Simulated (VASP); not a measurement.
Here is the system:

```
CELL_PARAMETERS angstrom
      3.72494     0.00000     0.00000
      0.00000     3.78082     0.00000
      0.00000     0.00000     3.88405
ATOMIC_POSITIONS crystal
  Fe 0.50000 0.50000 0.41770
  Tb 0.00000 0.00000 0.99304
  O  0.50000 0.50000 0.91234
  O  0.50000 0.00000 0.39146
  O  0.00000 0.50000 0.39146
```
Starting moments (μB, in the order of the record's atoms Fe Tb O O O): 2.4 0.0 0.1 0.1 0.1.

Calculation: PBEsol GGA, VASP's PBE PAW potentials (set 64) (plane waves; VASP 6.6.1). Run with 600 eV cut-off, 8×8×8 Γ-centred mesh, first-order Methfessel-Paxton smearing of 0.10 eV, potentials Fe Tb_3 O.

The 4f electrons are frozen in the core of the lanthanide potential, so 4f levels, which can set the real gap, and their magnetism are missing. The moments were started parallel, and other spin orders were not tried in this run.

Task: Give the force on each atom (eV/Å).

Result: 
| atom | Fx | Fy | Fz |
|---|---|---|---|
| Fe1 | 0.000 | 0.000 | -0.002 |
| Tb2 | 0.000 | 0.000 | 0.286 |
| O3 | 0.000 | 0.000 | -0.024 |
| O4 | 0.000 | 0.000 | -0.110 |
| O5 | 0.000 | 0.000 | -0.150 |

Task: Give the stress tensor in GPa (positive for a compressed cell).

Result: 
```
-2.51   0.00   0.00
 0.00  -6.69   0.00
 0.00   0.00  -7.39
```
The pressure is its mean diagonal, -5.53 GPa.

The structure was generated: TbFeO3 was put into the tetragonal-perovskite type (P4mm), which need not be its known phase. This cell was strained or had an atom moved on purpose.
